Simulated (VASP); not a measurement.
VASP input:

**KPOINTS**
```
Regular mesh
0
G
4 4 4
0 0 0
```

**INCAR**
```
EDIFF = 1E-6   ! SCF stop (eV)
PREC = Accurate
LMAXMIX = 6
ALGO = Normal
LCHARG = .FALSE.
LASPH = .TRUE.   ! aspherical one-centre terms
LREAL = .FALSE.   ! projection in real space or not
ENCUT = 300
NELM = 100   ! most electronic steps
ISIF = 2
GGA = PS   ! PBEsol
SIGMA = 0.05
SYSTEM = WCl6
LWAVE = .FALSE.
ISMEAR = 0   ! Gaussian
```

POSCAR:
```
WCl6
1
    3.0440000000     1.7574540000     5.5600000000
   -3.0440000000     1.7574540000     5.5600000000
    0.0000000000    -3.5149080000     5.5600000000
W Cl
1 6
Direct
 -0.0008950000  -0.0005440000   0.0085620000
  0.3736050000   0.0764150000   0.7919500000
  0.7801080000   0.3717670000   0.0916700000
  0.0839250000   0.7849980000   0.3679690000
  0.6355430000   0.9177000000   0.2055830000
  0.2091780000   0.6241350000   0.9206310000
  0.9185360000   0.2255290000   0.6136350000
```

POTCAR, in this order: W_sv Cl (PBE.64 set). Program: vasp_std.

Question: Translate this PBEsol calculation to Quantum ESPRESSO's pw.x.

Answer: One equivalent input (not run):
```
&CONTROL
  calculation = 'scf'
  pseudo_dir = './pseudo'
  outdir = './out'
  tprnfor = .true.
  tstress = .true.
/
&SYSTEM
  ibrav = 0
  nat = 7
  ntyp = 2
  ecutwfc = 74
  occupations = 'smearing'
  smearing = 'gaussian'
  degauss = 0.003675
  input_dft = 'pbesol'
/
&ELECTRONS
  conv_thr = 7.3e-08
  electron_maxstep = 100
/
ATOMIC_SPECIES
  W 183.840 W.upf
  Cl 35.450 Cl.upf
CELL_PARAMETERS angstrom
     3.0440000    1.7574540    5.5600000
    -3.0440000    1.7574540    5.5600000
     0.0000000   -3.5149080    5.5600000
ATOMIC_POSITIONS crystal
  W   -0.0008950 -0.0005440  0.0085620
  Cl   0.3736050  0.0764150  0.7919500
  Cl   0.7801080  0.3717670  0.0916700
  Cl   0.0839250  0.7849980  0.3679690
  Cl   0.6355430  0.9177000  0.2055830
  Cl   0.2091780  0.6241350  0.9206310
  Cl   0.9185360  0.2255290  0.6136350
K_POINTS automatic
  4 4 4 0 0 0
```
Limits of the translation: the potentials are each code's own (VASP's PAW set, PseudoDojo norm-conserving files in pw.x), so ENCUT and ecutwfc are chosen apart and not converted; conv_thr bounds pw.x's estimated SCF error, while EDIFF bounds the energy change between steps.

The structure comes from a measured WCl6 entry of the Crystallography Open Database, whose conditions weren't checked. The cell was not relaxed at this level, atoms are displaced from their ideal sites.
